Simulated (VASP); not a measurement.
An input for Ansatz (written as the equivalent of a VASP run, and not itself run):

Ansatz 0.2 input:
```yaml
crystal:
  lattice:
    - [3.4788214, 0.0000000, 0.0000000]
    - [-1.7394107, 3.0127478, 0.0000000]
    - [0.0000000, 0.0000000, 5.6944901]
  atoms:
    - { symbol: Sn, position: [0.3333330, 0.6666670, 0.9997644] }
    - { symbol: Sn, position: [0.6666670, 0.3333330, 0.4997644] }
    - { symbol: C, position: [0.3333330, 0.6666670, 0.3752356] }
    - { symbol: C, position: [0.6666670, 0.3333330, 0.8752356] }
kpoints:
  mp_grid: { grid: [7, 7, 4] }
hamiltonian:
  xc: pbesol
  pseudopotentials: { kind: paw }
scf:
  occupations: { method: gaussian, width: 0.05 }
  max_iter: 100
relax:
  max_steps: 40
  f_tol: 0.02
  cell: { p_target: 10 }
output: { forces: true, stress: true, eigenvalues: true }
```

Problem. Write the VASP files for the same calculation (PBEsol).

Solution. One answer among several that fit: 
KPOINTS:
```
Regular mesh
0
Gamma
 7 7 4
0 0 0
```

### POSCAR
```
SnC
1.0
  3.4788213871   0.0000000000   0.0000000000
 -1.7394106936   3.0127478088   0.0000000000
  0.0000000000   0.0000000000   5.6944900866
Sn C
2 2
Cartesian
 -0.0000017394   2.0084995434   5.6931483770
  1.7394124329   1.0042482654   2.8459033337
 -0.0000017394   2.0084995434   2.1367754920
  1.7394124329   1.0042482654   4.9840205353
```

INCAR:
```
# general
SYSTEM =SnC
PREC   =Accurate
ENCUT  =620
LREAL  =.FALSE.
LASPH  =.TRUE.

# electronic loop
EDIFF  =1E-6
NELM   =100
ALGO   =Normal
LMAXMIX=4

# smearing
ISMEAR =0
SIGMA  =0.05

# functional
GGA    =PS

# ions
IBRION =2
NSW    =40
ISIF   =3
EDIFFG =-0.02
PSTRESS=100

# output
LWAVE  =.FALSE.
LCHARG =.FALSE.
```

POTCAR, in this order: Sn_d C (PBE.64 set). Program: vasp_std.

What does not carry over: each code has its own PAW files, so the cut-off isn't converted (ENCUT is set for VASP's; basis.ecutwfc is left out, and Ansatz then takes the one that its files recommend); Ansatz stops its SCF on the density residual and VASP on the energy change (EDIFF).

The structure was generated: SnC was put into the wurtzite type (P6_3mc), which need not be its known phase. It was relaxed first under an external pressure of 10 GPa.
